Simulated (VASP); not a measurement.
**Rh under uniaxial stress along [001]**

How do stress and energy of Rh follow uniaxial stress along [001]?

Calculated with VASP 6.6.1; PBEsol; plane waves and PAW (Rh_pv), in the first sound run; inputs show where later runs differ.

This is a report of a sequence of runs, with most program output left out.

### Step 1. Starting point

It takes space group Fm-3m (No. 225, cubic). The conventional cell has a = 3.800 Å, b = 3.800 Å, c = 3.800 Å, α = 90.00°, β = 90.00°, γ = 90.00°. Rh has 12 Rh at 2.69 Å nearest.

### Step 2. Relax the crystal, PBEsol

The series starts from the cell that this level prefers, so that zero strain is near zero stress.

This step took 2 runs in a row; the last is shown.

Level: PBEsol; plane waves and PAW (Rh_pv).

File INCAR:

```
SYSTEM = Rh
PREC = Accurate
ENCUT = 450
EDIFF = 1E-07
NELM = 120
ISMEAR = 1
SIGMA = 0.15
LREAL = .FALSE.
ALGO = Normal
GGA = PS
NBANDS = 13
LASPH = .TRUE.
LORBIT = 11
LWAVE = .FALSE.
LCHARG = .FALSE.
KPAR = 8
IBRION = 2
NSW = 40
ISIF = 3
EDIFFG = -0.005
POTIM = 0.4
```

File POSCAR:

```
Rh
1.0
    0.0000000000      1.8895210944      1.8895210944
    1.8895210944      0.0000000000      1.8895210944
    1.8895210944      1.8895210944      0.0000000000
Rh
1
Direct
    0.0000000000      0.0000000000      0.0000000000
```

File KPOINTS:

```
Automatic mesh
0
Gamma
27 27 27
0 0 0
```

The projector-augmented-wave data sets are Rh_pv (PBE family, release 64).

Launch:

```sh
mpirun -np 8 vasp_std
```

Wall time 9 s (8 MPI ranks of Intel Xeon 6975P-C (Granite Rapids), shared host); peak memory 1.4 GiB.

Read from the output:

```
energy(sigma→0) of the program : -8.1386 eV
stress, compression positive   : xx, yy, zz 0.01, 0.01, 0.01 GPa
volume                         : 13.488 Å³
ionic steps                    : 3
```

### Step 3. Strain across the axis, PBEsol

One member in full: the axis is strained by 1.5 %, and the two directions across it are strained alike until their mean stress is under 0.012 GPa or five steps are spent.

This step took 3 runs, each at a new trial strain with the atoms of the one before; the last is shown.

Level: PBEsol; plane waves and PAW (Rh_pv).

Edit INCAR of step 2 so:

```diff
@@ -15,7 +15,7 @@
 LCHARG = .FALSE.
-KPAR = 8
-IBRION = 2
-NSW = 40
-ISIF = 3
-EDIFFG = -0.005
-POTIM = 0.4
+KPAR = 2
+IBRION = 1
+NSW = 25
+ISIF = 2
+EDIFFG = -0.004
+POTIM = 0.3
```

File POSCAR:

```
Rh
1.0
    0.0000000000      1.8810666820      1.9176690600
    1.8810666820      0.0000000000      1.9176690600
    1.8810666820      1.8810666820      0.0000000000
Rh
1
Direct
    0.0000000000      0.0000000000      0.0000000000
```

KPOINTS is that of step 2.

Launch:

```sh
mpirun -np 2 vasp_std
```

Wall time 39 s (2 MPI ranks); peak memory 0.57 GiB; 72 s of CPU time.

Read from the output:

| Property | Result |
| --- | --- |
| energy(sigma→0) of the program | -8.1355 eV |
| stress, compression positive | xx, yy, zz -0.01, -0.01, -5.13 GPa |
| ionic steps | 1 |

### Step 4. The whole series

The other members went through these steps as far as the tables show, with the same cutoff and, step by step, the same mesh; 27 runs are not shown. The session took 0.61 core hours (wall time by ranks) on a shared machine.

```
strain along the axis (%)  strain across the axis (%)  stress along the axis, tension positive (GPa)  energy above the unstrained row, extrapolated to no smearing (meV/atom)
                   -2.000                       0.643                                         -7.074                                                                    6.127
                   -1.500                       0.476                                         -5.296                                                                    3.455
                   -1.000                       0.315                                         -3.517                                                                    1.566
                   -0.500                       0.156                                              ?                                                                        ?
                        0                       0.002                                         -0.005                                                                    0.000
                    0.500                      -0.148                                          1.725                                                                    0.328
                    1.000                      -0.295                                          3.437                                                                    1.368
                    1.500                      -0.437                                          5.128                                                                    3.116
                    2.000                      -0.576                                          6.792                                                                    5.558
```

### Step 5. Stress from the known rows

Fitting a parabola to the 8 known rows (e: strain in %) gives stress = − 0.03422 e² + 3.471 e − 0.005060 in GPa; the residuals are 0.0062 GPa r.m.s.

At e = -0.5 this predicts -1.749 GPa.

### Step 6. Prediction against calculation

The calculation gives -1.754 GPa, so the prediction is 0.005 GPa too high.

Slopes at zero strain, from cubics through all rows: strain ratio -0.305, stress over strain 348 GPa.

### Step 7. Summary of results

```json
{
  "error of the predicted stress": "0.005 GPa",
  "Poisson ratio": "0.305",
  "Young's modulus along the axis": "348 GPa"
}
```

As a check, the curvature of the energy gives 347 GPa for the same modulus (energy per volume = E/2 × strain²), 0 % from the slope of the stress. These are static values: temperature and zero-point motion are left out. In a metal the slopes also depend on mesh and smearing, which were held through the series.

[Lines on the potential files, build, host, timing and source positions are cut from VASP's logs without a mark.]

[Logs are printed without paths, hosts, clocks, repeated set-up lines and the standing remarks that a program may print on its own settings, such as how far it seeks lower states.]

[Hosts, paths, dates, database ids (printed as entryN), source tags and the programs' standing remarks are cut or masked in the printed files.]

[In band tables of VASP the shares of atoms and orbitals are scaled to a sum of 1 inside the atoms' spheres.]
